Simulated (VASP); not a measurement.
Given:

```
Cl
1.0
    1.96523     1.13462     3.22236
   -1.96523     1.13462     3.22236
    0.00000    -2.26925     3.22236
Cl
2
Direct
  0.25006   0.25006   0.25006
  0.74994   0.74994   0.74994
```

Method: PBEsol GGA, VASP's PBE PAW potentials (set 64) (plane waves; VASP 6.6.1). Settings: 480 eV cut-off, 10×10×10 Γ-centred mesh, first-order Methfessel-Paxton smearing of 0.10 eV, potentials Cl.

Energy and stress use the plane-wave basis of the starting cell.

### Question
The ions, cell shape and volume at an external pressure of 10.0 GPa are relaxed. Give the cell that the relaxation ends in.

### Answer

```
Cl
1.0
    1.86943     1.07932     3.06475
   -1.86943     1.07932     3.06475
    0.00000    -2.15864     3.06475
Cl
2
Direct
  0.25004   0.25004   0.25004
  0.74996   0.74996   0.74996
```
Space group Pm-3m (221), at a tolerance of 0.03 Å.

### Question
How do energy and volume change from the first to the last step?

### Answer
The energy (σ→0) changes by +80.4 meV/atom and the volume by -13.9 %, in 3 ionic steps.

The structure was generated: Cl was put into the A7 type (R-3m), which need not be its known phase. This run relaxes it under an external pressure of 10 GPa. It ends in space group Pm-3m. Symmetry was kept, so distortions that lower it aren't found.
